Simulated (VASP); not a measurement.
Here is the system:

```yaml
crystal:
  lattice:
    - [3.18554, -2.00788, 0.00000]
    - [3.18554, 2.00788, 0.00000]
    - [0.00000, 0.00000, 8.19990]
  atoms:
    - { symbol: Cl, position: [0.88548, 0.11452, 0.60475] }
    - { symbol: Cl, position: [0.11452, 0.88548, 0.39525] }
    - { symbol: Cl, position: [0.61452, 0.38548, 0.10475] }
    - { symbol: Cl, position: [0.38548, 0.61452, 0.89525] }
```

Computed with PBE GGA, VASP's PBE PAW potentials (set 64) (plane waves; VASP). Numerical set-up: 300 eV cut-off, 10×10×4 Γ-centred mesh, Gaussian smearing of 0.010 eV, potentials Cl.

At this cut-off the stress carries a Pulay error, which pulls relaxed volumes low.

**Question.** What does the run give for the energy per atom (σ→0), pressure, largest force, band gap (on the k-mesh) with the smallest direct gap where there is one?

**Answer.** 
```json
{
  "band gap (on the k-mesh)": "2.57 eV",
  "smallest direct gap (on the k-mesh)": "2.57 eV",
  "energy per atom (σ→0)": "-1795 meV/atom",
  "pressure": "3.59 GPa",
  "largest_force": "1.234 eV/Å"
}
```

Only differences to runs with the same potentials and settings are physical.

The structure comes from a computed database's Cl2 entry; how it stands against other phases isn't given here. The cell was not relaxed at this level.
